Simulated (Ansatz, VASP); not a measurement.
# La2NCl3 (La2NCl3 (Ibam)): VASP beside Ansatz, part 2 of 2

One calculation is typed for both programs; each brings its own data sets. How far apart do they land? The cell is taken from a series of runs on this material, whose earlier steps may have relaxed, scaled, displaced or heated it; both programs get it as it stands.

VASP 6.6.1 and Ansatz 0.2.0.

So far. Step 2 (VASP: single point, PBEsol): The run ends at a pressure of -0.13 GPa, with forces up to 0.013 eV/Å.

## Step 3: Ansatz: single point, PBEsol

Level of this step: Ansatz beside VASP: Kohn-Sham DFT, plane waves, PBEsol (Ansatz).

Ansatz runs on its default PAW (the set named soft_2) files.

The same cell, functional, mesh and smearing now go to Ansatz.

The input, input.yaml:

```yaml
crystal:
  lattice:
    - [0.0, 0.0, 18.208901045]
    - [20.4877439904, 0.0, 0.0]
    - [-6.8292479968, 13.700480641, -6.0696336817]
  atoms:
    - { symbol: La, position: [0.1982070554, 0.3053907972, 0.0946211662] }
    - { symbol: La, position: [0.1351262779, 0.0279425361, 0.4053788338] }
    - { symbol: La, position: [0.3017929446, 0.2423100197, 0.4053788338] }
    - { symbol: La, position: [0.0315403888, 0.0910233136, 0.0946211662] }
    - { symbol: "N", position: [0.0833333333, 0.0, 0.0] }
    - { symbol: "N", position: [0.25, 0.0, 0.0] }
    - { symbol: Cl, position: [0.0833333333, 0.1666666667, 0.0] }
    - { symbol: Cl, position: [0.25, 0.1666666667, 0.0] }
    - { symbol: Cl, position: [0.2680594356, 0.3318986591, 0.3041783069] }
    - { symbol: Cl, position: [0.0652738977, 0.0014346742, 0.1958216931] }
    - { symbol: Cl, position: [0.2319405644, 0.1291131212, 0.1958216931] }
    - { symbol: Cl, position: [0.101392769, 0.2042202121, 0.3041783069] }
    - { symbol: La, position: [0.1982070554, 0.3053907972, 0.5946211663] }
    - { symbol: La, position: [0.1351262779, 0.0279425361, 0.9053788338] }
    - { symbol: La, position: [0.3017929446, 0.2423100197, 0.9053788338] }
    - { symbol: La, position: [0.0315403888, 0.0910233136, 0.5946211663] }
    - { symbol: "N", position: [0.0833333333, 0.0, 0.5] }
    - { symbol: "N", position: [0.25, 0.0, 0.5] }
    - { symbol: Cl, position: [0.0833333333, 0.1666666667, 0.5] }
    - { symbol: Cl, position: [0.25, 0.1666666667, 0.5] }
    - { symbol: Cl, position: [0.2680594356, 0.3318986591, 0.8041783069] }
    - { symbol: Cl, position: [0.0652738977, 0.0014346742, 0.6958216931] }
    - { symbol: Cl, position: [0.2319405644, 0.1291131212, 0.6958216931] }
    - { symbol: Cl, position: [0.101392769, 0.2042202121, 0.8041783069] }
    - { symbol: La, position: [0.1982070554, 0.6387241306, 0.0946211662] }
    - { symbol: La, position: [0.1351262779, 0.3612758694, 0.4053788338] }
    - { symbol: La, position: [0.3017929446, 0.5756433531, 0.4053788338] }
    - { symbol: La, position: [0.0315403888, 0.4243566469, 0.0946211662] }
    - { symbol: "N", position: [0.0833333333, 0.3333333333, 0.0] }
    - { symbol: "N", position: [0.25, 0.3333333333, 0.0] }
    - { symbol: Cl, position: [0.0833333333, 0.5, 0.0] }
    - { symbol: Cl, position: [0.25, 0.5, 0.0] }
    - { symbol: Cl, position: [0.2680594356, 0.6652319925, 0.3041783069] }
    - { symbol: Cl, position: [0.0652738977, 0.3347680075, 0.1958216931] }
    - { symbol: Cl, position: [0.2319405644, 0.4624464545, 0.1958216931] }
    - { symbol: Cl, position: [0.101392769, 0.5375535455, 0.3041783069] }
    - { symbol: La, position: [0.1982070554, 0.6387241306, 0.5946211663] }
    - { symbol: La, position: [0.1351262779, 0.3612758694, 0.9053788338] }
    - { symbol: La, position: [0.3017929446, 0.5756433531, 0.9053788338] }
    - { symbol: La, position: [0.0315403888, 0.4243566469, 0.5946211663] }
    - { symbol: "N", position: [0.0833333333, 0.3333333333, 0.5] }
    - { symbol: "N", position: [0.25, 0.3333333333, 0.5] }
    - { symbol: Cl, position: [0.0833333333, 0.5, 0.5] }
    - { symbol: Cl, position: [0.25, 0.5, 0.5] }
    - { symbol: Cl, position: [0.2680594356, 0.6652319925, 0.8041783069] }
    - { symbol: Cl, position: [0.0652738977, 0.3347680075, 0.6958216931] }
    - { symbol: Cl, position: [0.2319405644, 0.4624464545, 0.6958216931] }
    - { symbol: Cl, position: [0.101392769, 0.5375535455, 0.8041783069] }
    - { symbol: La, position: [0.1982070554, 0.9720574639, 0.0946211662] }
    - { symbol: La, position: [0.1351262779, 0.6946092028, 0.4053788338] }
    - { symbol: La, position: [0.3017929446, 0.9089766864, 0.4053788338] }
    - { symbol: La, position: [0.0315403888, 0.7576899803, 0.0946211662] }
    - { symbol: "N", position: [0.0833333333, 0.6666666667, 0.0] }
    - { symbol: "N", position: [0.25, 0.6666666667, 0.0] }
    - { symbol: Cl, position: [0.0833333333, 0.8333333333, 0.0] }
    - { symbol: Cl, position: [0.25, 0.8333333333, 0.0] }
    - { symbol: Cl, position: [0.2680594356, 0.9985653258, 0.3041783069] }
    - { symbol: Cl, position: [0.0652738977, 0.6681013409, 0.1958216931] }
    - { symbol: Cl, position: [0.2319405644, 0.7957797879, 0.1958216931] }
    - { symbol: Cl, position: [0.101392769, 0.8708868788, 0.3041783069] }
    - { symbol: La, position: [0.1982070554, 0.9720574639, 0.5946211663] }
    - { symbol: La, position: [0.1351262779, 0.6946092028, 0.9053788338] }
    - { symbol: La, position: [0.3017929446, 0.9089766864, 0.9053788338] }
    - { symbol: La, position: [0.0315403888, 0.7576899803, 0.5946211663] }
    - { symbol: "N", position: [0.0833333333, 0.6666666667, 0.5] }
    - { symbol: "N", position: [0.25, 0.6666666667, 0.5] }
    - { symbol: Cl, position: [0.0833333333, 0.8333333333, 0.5] }
    - { symbol: Cl, position: [0.25, 0.8333333333, 0.5] }
    - { symbol: Cl, position: [0.2680594356, 0.9985653258, 0.8041783069] }
[... 9 lines left out ...]
    - { symbol: "N", position: [0.5833333333, 0.0, 0.0] }
    - { symbol: Cl, position: [0.4166666667, 0.1666666667, 0.0] }
    - { symbol: Cl, position: [0.5833333333, 0.1666666667, 0.0] }
    - { symbol: Cl, position: [0.601392769, 0.3318986591, 0.3041783069] }
    - { symbol: Cl, position: [0.398607231, 0.0014346742, 0.1958216931] }
    - { symbol: Cl, position: [0.5652738977, 0.1291131212, 0.1958216931] }
    - { symbol: Cl, position: [0.4347261023, 0.2042202121, 0.3041783069] }
    - { symbol: La, position: [0.5315403888, 0.3053907972, 0.5946211663] }
    - { symbol: La, position: [0.4684596112, 0.0279425361, 0.9053788338] }
    - { symbol: La, position: [0.6351262779, 0.2423100197, 0.9053788338] }
    - { symbol: La, position: [0.3648737221, 0.0910233136, 0.5946211663] }
    - { symbol: "N", position: [0.4166666667, 0.0, 0.5] }
    - { symbol: "N", position: [0.5833333333, 0.0, 0.5] }
    - { symbol: Cl, position: [0.4166666667, 0.1666666667, 0.5] }
    - { symbol: Cl, position: [0.5833333333, 0.1666666667, 0.5] }
    - { symbol: Cl, position: [0.601392769, 0.3318986591, 0.8041783069] }
    - { symbol: Cl, position: [0.398607231, 0.0014346742, 0.6958216931] }
    - { symbol: Cl, position: [0.5652738977, 0.1291131212, 0.6958216931] }
    - { symbol: Cl, position: [0.4347261023, 0.2042202121, 0.8041783069] }
    - { symbol: La, position: [0.5315403888, 0.6387241306, 0.0946211662] }
    - { symbol: La, position: [0.4684596112, 0.3612758694, 0.4053788338] }
    - { symbol: La, position: [0.6351262779, 0.5756433531, 0.4053788338] }
    - { symbol: La, position: [0.3648737221, 0.4243566469, 0.0946211662] }
    - { symbol: "N", position: [0.4166666667, 0.3333333333, 0.0] }
    - { symbol: "N", position: [0.5833333333, 0.3333333333, 0.0] }
    - { symbol: Cl, position: [0.4166666667, 0.5, 0.0] }
    - { symbol: Cl, position: [0.5833333333, 0.5, 0.0] }
    - { symbol: Cl, position: [0.601392769, 0.6652319925, 0.3041783069] }
    - { symbol: Cl, position: [0.398607231, 0.3347680075, 0.1958216931] }
    - { symbol: Cl, position: [0.5652738977, 0.4624464545, 0.1958216931] }
    - { symbol: Cl, position: [0.4347261023, 0.5375535455, 0.3041783069] }
    - { symbol: La, position: [0.5315403888, 0.6387241306, 0.5946211663] }
    - { symbol: La, position: [0.4684596112, 0.3612758694, 0.9053788338] }
    - { symbol: La, position: [0.6351262779, 0.5756433531, 0.9053788338] }
    - { symbol: La, position: [0.3648737221, 0.4243566469, 0.5946211663] }
    - { symbol: "N", position: [0.4166666667, 0.3333333333, 0.5] }
    - { symbol: "N", position: [0.5833333333, 0.3333333333, 0.5] }
    - { symbol: Cl, position: [0.4166666667, 0.5, 0.5] }
    - { symbol: Cl, position: [0.5833333333, 0.5, 0.5] }
    - { symbol: Cl, position: [0.601392769, 0.6652319925, 0.8041783069] }
    - { symbol: Cl, position: [0.398607231, 0.3347680075, 0.6958216931] }
    - { symbol: Cl, position: [0.5652738977, 0.4624464545, 0.6958216931] }
    - { symbol: Cl, position: [0.4347261023, 0.5375535455, 0.8041783069] }
    - { symbol: La, position: [0.5315403888, 0.9720574639, 0.0946211662] }
    - { symbol: La, position: [0.4684596112, 0.6946092028, 0.4053788338] }
    - { symbol: La, position: [0.6351262779, 0.9089766864, 0.4053788338] }
    - { symbol: La, position: [0.3648737221, 0.7576899803, 0.0946211662] }
    - { symbol: "N", position: [0.4166666667, 0.6666666667, 0.0] }
    - { symbol: "N", position: [0.5833333333, 0.6666666667, 0.0] }
    - { symbol: Cl, position: [0.4166666667, 0.8333333333, 0.0] }
    - { symbol: Cl, position: [0.5833333333, 0.8333333333, 0.0] }
    - { symbol: Cl, position: [0.601392769, 0.9985653258, 0.3041783069] }
    - { symbol: Cl, position: [0.398607231, 0.6681013409, 0.1958216931] }
    - { symbol: Cl, position: [0.5652738977, 0.7957797879, 0.1958216931] }
    - { symbol: Cl, position: [0.4347261023, 0.8708868788, 0.3041783069] }
    - { symbol: La, position: [0.5315403888, 0.9720574639, 0.5946211663] }
    - { symbol: La, position: [0.4684596112, 0.6946092028, 0.9053788338] }
    - { symbol: La, position: [0.6351262779, 0.9089766864, 0.9053788338] }
    - { symbol: La, position: [0.3648737221, 0.7576899803, 0.5946211663] }
    - { symbol: "N", position: [0.4166666667, 0.6666666667, 0.5] }
    - { symbol: "N", position: [0.5833333333, 0.6666666667, 0.5] }
    - { symbol: Cl, position: [0.4166666667, 0.8333333333, 0.5] }
    - { symbol: Cl, position: [0.5833333333, 0.8333333333, 0.5] }
    - { symbol: Cl, position: [0.601392769, 0.9985653258, 0.8041783069] }
    - { symbol: Cl, position: [0.398607231, 0.6681013409, 0.6958216931] }
    - { symbol: Cl, position: [0.5652738977, 0.7957797879, 0.6958216931] }
    - { symbol: Cl, position: [0.4347261023, 0.8708868788, 0.8041783069] }
    - { symbol: La, position: [0.8648737221, 0.3053907972, 0.0946211662] }
    - { symbol: La, position: [0.8017929446, 0.0279425361, 0.4053788338] }
    - { symbol: La, position: [0.9684596112, 0.2423100197, 0.4053788338] }
    - { symbol: La, position: [0.6982070554, 0.0910233136, 0.0946211662] }
    - { symbol: "N", position: [0.75, 0.0, 0.0] }
    - { symbol: "N", position: [0.9166666667, 0.0, 0.0] }
    - { symbol: Cl, position: [0.75, 0.1666666667, 0.0] }
    - { symbol: Cl, position: [0.9166666667, 0.1666666667, 0.0] }
    - { symbol: Cl, position: [0.9347261023, 0.3318986591, 0.3041783069] }
    - { symbol: Cl, position: [0.7319405644, 0.0014346742, 0.1958216931] }
    - { symbol: Cl, position: [0.898607231, 0.1291131212, 0.1958216931] }
    - { symbol: Cl, position: [0.7680594356, 0.2042202121, 0.3041783069] }
    - { symbol: La, position: [0.8648737221, 0.3053907972, 0.5946211663] }
    - { symbol: La, position: [0.8017929446, 0.0279425361, 0.9053788338] }
    - { symbol: La, position: [0.9684596112, 0.2423100197, 0.9053788338] }
    - { symbol: La, position: [0.6982070554, 0.0910233136, 0.5946211663] }
    - { symbol: "N", position: [0.75, 0.0, 0.5] }
    - { symbol: "N", position: [0.9166666667, 0.0, 0.5] }
    - { symbol: Cl, position: [0.75, 0.1666666667, 0.5] }
    - { symbol: Cl, position: [0.9166666667, 0.1666666667, 0.5] }
    - { symbol: Cl, position: [0.9347261023, 0.3318986591, 0.8041783069] }
    - { symbol: Cl, position: [0.7319405644, 0.0014346742, 0.6958216931] }
    - { symbol: Cl, position: [0.898607231, 0.1291131212, 0.6958216931] }
    - { symbol: Cl, position: [0.7680594356, 0.2042202121, 0.8041783069] }
    - { symbol: La, position: [0.8648737221, 0.6387241306, 0.0946211662] }
    - { symbol: La, position: [0.8017929446, 0.3612758694, 0.4053788338] }
    - { symbol: La, position: [0.9684596112, 0.5756433531, 0.4053788338] }
    - { symbol: La, position: [0.6982070554, 0.4243566469, 0.0946211662] }
    - { symbol: "N", position: [0.75, 0.3333333333, 0.0] }
    - { symbol: "N", position: [0.9166666667, 0.3333333333, 0.0] }
    - { symbol: Cl, position: [0.75, 0.5, 0.0] }
    - { symbol: Cl, position: [0.9166666667, 0.5, 0.0] }
    - { symbol: Cl, position: [0.9347261023, 0.6652319925, 0.3041783069] }
    - { symbol: Cl, position: [0.7319405644, 0.3347680075, 0.1958216931] }
    - { symbol: Cl, position: [0.898607231, 0.4624464545, 0.1958216931] }
    - { symbol: Cl, position: [0.7680594356, 0.5375535455, 0.3041783069] }
    - { symbol: La, position: [0.8648737221, 0.6387241306, 0.5946211663] }
    - { symbol: La, position: [0.8017929446, 0.3612758694, 0.9053788338] }
    - { symbol: La, position: [0.9684596112, 0.5756433531, 0.9053788338] }
    - { symbol: La, position: [0.6982070554, 0.4243566469, 0.5946211663] }
    - { symbol: "N", position: [0.75, 0.3333333333, 0.5] }
    - { symbol: "N", position: [0.9166666667, 0.3333333333, 0.5] }
    - { symbol: Cl, position: [0.75, 0.5, 0.5] }
    - { symbol: Cl, position: [0.9166666667, 0.5, 0.5] }
    - { symbol: Cl, position: [0.9347261023, 0.6652319925, 0.8041783069] }
    - { symbol: Cl, position: [0.7319405644, 0.3347680075, 0.6958216931] }
    - { symbol: Cl, position: [0.898607231, 0.4624464545, 0.6958216931] }
    - { symbol: Cl, position: [0.7680594356, 0.5375535455, 0.8041783069] }
    - { symbol: La, position: [0.8648737221, 0.9720574639, 0.0946211662] }
    - { symbol: La, position: [0.8017929446, 0.6946092028, 0.4053788338] }
    - { symbol: La, position: [0.9684596112, 0.9089766864, 0.4053788338] }
    - { symbol: La, position: [0.6982070554, 0.7576899803, 0.0946211662] }
    - { symbol: "N", position: [0.75, 0.6666666667, 0.0] }
    - { symbol: "N", position: [0.9166666667, 0.6666666667, 0.0] }
    - { symbol: Cl, position: [0.75, 0.8333333333, 0.0] }
    - { symbol: Cl, position: [0.9166666667, 0.8333333333, 0.0] }
    - { symbol: Cl, position: [0.9347261023, 0.9985653258, 0.3041783069] }
    - { symbol: Cl, position: [0.7319405644, 0.6681013409, 0.1958216931] }
    - { symbol: Cl, position: [0.898607231, 0.7957797879, 0.1958216931] }
    - { symbol: Cl, position: [0.7680594356, 0.8708868788, 0.3041783069] }
    - { symbol: La, position: [0.8648737221, 0.9720574639, 0.5946211663] }
    - { symbol: La, position: [0.8017929446, 0.6946092028, 0.9053788338] }
    - { symbol: La, position: [0.9684596112, 0.9089766864, 0.9053788338] }
    - { symbol: La, position: [0.6982070554, 0.7576899803, 0.5946211663] }
    - { symbol: "N", position: [0.75, 0.6666666667, 0.5] }
    - { symbol: "N", position: [0.9166666667, 0.6666666667, 0.5] }
    - { symbol: Cl, position: [0.75, 0.8333333333, 0.5] }
    - { symbol: Cl, position: [0.9166666667, 0.8333333333, 0.5] }
    - { symbol: Cl, position: [0.9347261023, 0.9985653258, 0.8041783069] }
    - { symbol: Cl, position: [0.7319405644, 0.6681013409, 0.6958216931] }
    - { symbol: Cl, position: [0.898607231, 0.7957797879, 0.6958216931] }
    - { symbol: Cl, position: [0.7680594356, 0.8708868788, 0.8041783069] }
basis:
  ecutwfc: 420
  xc_grid: 2
hamiltonian:
  xc: pbesol
kpoints:
  mp_grid: { grid: [1, 1, 1] }
scf:
  occupations: { method: fermi_dirac, width: 0.01 }
  max_iter: 80
```

On the command line:

```sh
$ ansatz run input.yaml --threads 12 --pin off --max-ram 56524MiB --backend cuda --events-out ev --progress --plain --runs-dir out
```

The program printed:

```text
Engine: ansatz 0.2.0, aarch64-unknown-linux-gnu
[...]
Pseudopotential: La, paw, valence charge 11, recommended cutoff 420 eV (normal), La.paw.azcp
Pseudopotential: N, paw, valence charge 5, recommended cutoff 420 eV (normal), N.paw.azcp
Pseudopotential: Cl, paw, valence charge 7, recommended cutoff 420 eV (normal), Cl.paw.azcp
Functional definition: PBEsol
[...]
Crystal: 216 atoms, lattice volume = 5111.092 Å³
Basis set: ecut = 420 eV, 99919 PW (Γ), exchange–correlation on 250×288×240 points (8 copies of the dense FFT grid, shifted against one another)
Bands: 1080, of which v1, the nominal top of the filled ones, is band 864 counted from 1 (863 counted from 0)
[...]
Space group: Ibam (ITA 72), of the structure as read, at distance tolerance 1.7e-4 Å
k-points: 1
[...]
SCF iter   2: F=—  HF=-572287.924683 eV  |F-HF|=—  |Δ(HF+E_count)|=   8.89e-1  Δρ=2.81e-3  dr2=5.97e-1  ethr=2.05e-4  ⟨swp⟩=4.0  Hψ=1740  notcnv=0  defer=204
[...]
automatic band count: iteration 3 solves 1001 bands in place of 1080: the levels show a gap, and the empty bands left out lie too high to hold charge; the band table lists the bands solved (type scf.n [...]
[...]
SCF iter   7: F=—  HF=-572287.848236 eV  |F-HF|=—  |Δ(HF+E_count)|=   5.15e-3  Δρ=4.03e-6  dr2=1.11e-6  ethr=1.87e-9  ⟨swp⟩=2.0  Hψ=1793  notcnv=0  defer=125
SCF iter   8: F=-572287.848237 eV  HF=-572287.848237 eV  |F-HF|=2.60e-8  |Δ(HF+E_count)|=   4.75e-7  Δρ=9.96e-7  dr2=6.92e-8  ethr=5.79e-11  ⟨swp⟩=3.0  Hψ=2578  notcnv=0
SCF 1 converged in 8 iterations: F = -572287.848237 eV  dr2 = 6.92e-8
[...]
SCF converged after 8 iterations
Free energy (F): -572287.848237 eV
[...]
Fermi energy:    8.551385 eV
--- Per-component energies (eV) ---
[...]
```

In the SCF lines HF is the Harris–Foulkes energy and dr2 the Hartree energy of the density residual, in eV; the loop may stop once dr2 is under the threshold and the program's other checks hold. Hψ counts applications of the Hamiltonian.

## Step 4: Differences

Known differences besides the potentials themselves: the cutoff is 420 eV in Ansatz and 520 eV in VASP (PREC = Accurate, projectors in real space); Ansatz makes its cores anew for this functional, VASP keeps those of its PBE data sets. Total energies have different zeros and are not compared.

Both answers:

```tsv
quantity	Ansatz	VASP	difference
gap on the k mesh (eV)	3.279	3.286	-0.007
```

A gap on the mesh is an upper bound, since the band edges may lie between its points.

## Step 5: Summary of results

```
difference in gap on the k mesh (single point, PBEsol) : -0.0071 eV
```

The difference in gap on the k mesh is -0.0071 eV (single point, PBEsol), within the 0.08 eV picked in this series as the mark of a large difference. Such differences can come from data sets, numerical settings and the points named under the comparisons, not from the functional's error against experiment.

[Lines on the potential files, build, host, timing and source positions are cut from VASP's logs without a mark.]

[Logs are printed without paths, hosts, clocks, repeated set-up lines and the standing remarks that a program may print on its own settings, such as how far it seeks lower states.]

[Hosts, paths, dates, database ids (printed as entryN), source tags and the programs' standing remarks are cut or masked in the printed files.]
